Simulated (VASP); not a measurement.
A convergence study with VASP on Rb (space group Im-3m): one setting is varied, all else stays as given below, so the limit is that of these other settings.

```yaml
crystal:
  lattice:
    - [-2.83347, 2.83347, 2.83347]
    - [2.83347, -2.83347, 2.83347]
    - [2.83347, 2.83347, -2.83347]
  atoms:
    - { symbol: Rb, position: [0.00000, 0.00000, 0.00000] }
```

Level of theory: LDA (Ceperley-Alder, Perdew-Zunger), VASP's LDA PAW potentials (set 64) (plane waves; VASP). The tightest run used: 300 eV cut-off, 22×22×22 Γ-centred mesh, Fermi-Dirac smearing of 0.10 eV, potentials Rb_sv.

Task: The settings run are 2×2×2 mesh; 3×3×3 mesh; 4×4×4 mesh; 5×5×5 mesh; 6×6×6 mesh; 7×7×7 mesh; 9×9×9 mesh; 10×10×10 mesh; 11×11×11 mesh; 12×12×12 mesh; 15×15×15 mesh; 16×16×16 mesh; 18×18×18 mesh; 20×20×20 mesh; 22×22×22 mesh. From which on does the energy per atom stay within 0.005 eV/atom of the tightest run?

Result: From 7×7×7 mesh on: it is off by 0.0027 there and by no more than 0.005 in any finer run, while 6×6×6 mesh is off by 0.0104.
```json
[
 {"setting": "2×2×2 mesh", "E (eV/atom)": "-0.6988", "pressure (GPa)": "-0.61", "irreducible k-points": "3", "difference judged (eV/atom)": "0.3412"},
 {"setting": "3×3×3 mesh", "E (eV/atom)": "-1.1294", "pressure (GPa)": "-0.56", "irreducible k-points": "4", "difference judged (eV/atom)": "0.0895"},
 {"setting": "4×4×4 mesh", "E (eV/atom)": "-0.9898", "pressure (GPa)": "-0.38", "irreducible k-points": "8", "difference judged (eV/atom)": "0.0502"},
 {"setting": "5×5×5 mesh", "E (eV/atom)": "-1.0471", "pressure (GPa)": "-0.47", "irreducible k-points": "10", "difference judged (eV/atom)": "0.0071"},
 {"setting": "6×6×6 mesh", "E (eV/atom)": "-1.0296", "pressure (GPa)": "-0.44", "irreducible k-points": "16", "difference judged (eV/atom)": "0.0104"},
 {"setting": "7×7×7 mesh", "E (eV/atom)": "-1.0426", "pressure (GPa)": "-0.46", "irreducible k-points": "20", "difference judged (eV/atom)": "0.0027"},
 {"setting": "9×9×9 mesh", "E (eV/atom)": "-1.0421", "pressure (GPa)": "-0.46", "irreducible k-points": "35", "difference judged (eV/atom)": "0.0022"},
 {"setting": "10×10×10 mesh", "E (eV/atom)": "-1.0382", "pressure (GPa)": "-0.45", "irreducible k-points": "47", "difference judged (eV/atom)": "0.0017"},
 {"setting": "11×11×11 mesh", "E (eV/atom)": "-1.0409", "pressure (GPa)": "-0.46", "irreducible k-points": "56", "difference judged (eV/atom)": "0.0009"},
 {"setting": "12×12×12 mesh", "E (eV/atom)": "-1.0394", "pressure (GPa)": "-0.45", "irreducible k-points": "72", "difference judged (eV/atom)": "0.0005"},
 {"setting": "15×15×15 mesh", "E (eV/atom)": "-1.0398", "pressure (GPa)": "-0.45", "irreducible k-points": "120", "difference judged (eV/atom)": "0.0001"},
 {"setting": "16×16×16 mesh", "E (eV/atom)": "-1.0400", "pressure (GPa)": "-0.45", "irreducible k-points": "145", "difference judged (eV/atom)": "0.0000"},
 {"setting": "18×18×18 mesh", "E (eV/atom)": "-1.0400", "pressure (GPa)": "-0.45", "irreducible k-points": "195", "difference judged (eV/atom)": "0.0000"},
 {"setting": "20×20×20 mesh", "E (eV/atom)": "-1.0399", "pressure (GPa)": "-0.45", "irreducible k-points": "256", "difference judged (eV/atom)": "0.0000"},
 {"setting": "22×22×22 mesh", "E (eV/atom)": "-1.0399", "pressure (GPa)": "-0.45", "irreducible k-points": "328", "difference judged (eV/atom)": "0.0000"}
]
```

Left out are rungs that failed or repeat a setting and relaxations that didn't move; long series are thinned to 24 rows.

The structure is a typed Rb crystal (space group no. 229). The cell was not relaxed at this level.
